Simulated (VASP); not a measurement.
Input for VASP

**KPOINTS**
```
Automatic mesh
0
Gamma
9 9 9
0 0 0
```

**INCAR**
```
ALGO = Normal
EDIFF = 1E-6
EDIFFG = -0.01
ENCUT = 520
GGA = 91
IBRION = 2
ISIF = 3
ISMEAR = 1
LASPH = .True.
LCHARG = .False.
LMAXMIX = 4
LREAL = .False.
LWAVE = .False.
NELM = 100
NSW = 60
PREC = Accurate
SIGMA = 0.1
SYSTEM = Sb
```

File POSCAR:
```
Sb
1.0
  3.9573420000  -2.1550000000   0.0000000000
  3.9573420000   2.1550000000   0.0000000000
  2.7838200000   0.0000000000   3.5432930000
Sb
2
Cart
  2.4981006840   0.0000000000   0.8273589155
  8.2004033160  -0.0000000000   2.7159340845
```

POTCAR, in this order: Sb (PBE.64 set). Program: vasp_std.

Q: Translate this PW91 calculation to Quantum ESPRESSO's pw.x.

A: One equivalent input (not run):
```
&CONTROL
  calculation = 'vc-relax'
  pseudo_dir = './pseudo'
  outdir = './out'
  tprnfor = .true.
  tstress = .true.
  nstep = 60
  forc_conv_thr = 0.00039
/
&SYSTEM
  ibrav = 0
  nat = 2
  ntyp = 1
  ecutwfc = 80
  occupations = 'smearing'
  smearing = 'methfessel-paxton'
  degauss = 0.00735
  input_dft = 'pw91'
/
&ELECTRONS
  conv_thr = 7.3e-08
  electron_maxstep = 100
/
&IONS
/
&CELL
/
ATOMIC_SPECIES
  Sb 121.760 Sb.upf
CELL_PARAMETERS angstrom
     3.9573420   -2.1550000    0.0000000
     3.9573420    2.1550000    0.0000000
     2.7838200    0.0000000    3.5432930
ATOMIC_POSITIONS crystal
  Sb   0.2335000  0.2335000  0.2335000
  Sb   0.7665000  0.7665000  0.7665000
K_POINTS automatic
  9 9 9 0 0 0
```
What does not carry over: the potentials are each code's own (VASP's PAW set, PseudoDojo norm-conserving files in pw.x), so ENCUT and ecutwfc are chosen apart and not converted; conv_thr bounds pw.x's estimated SCF error, while EDIFF bounds the energy change between steps; forc_conv_thr acts on force components and is met together with etot_conv_thr.

The compound is Sb in the a7 structure. This run relaxes it. Symmetry was kept, so distortions that lower it aren't found.
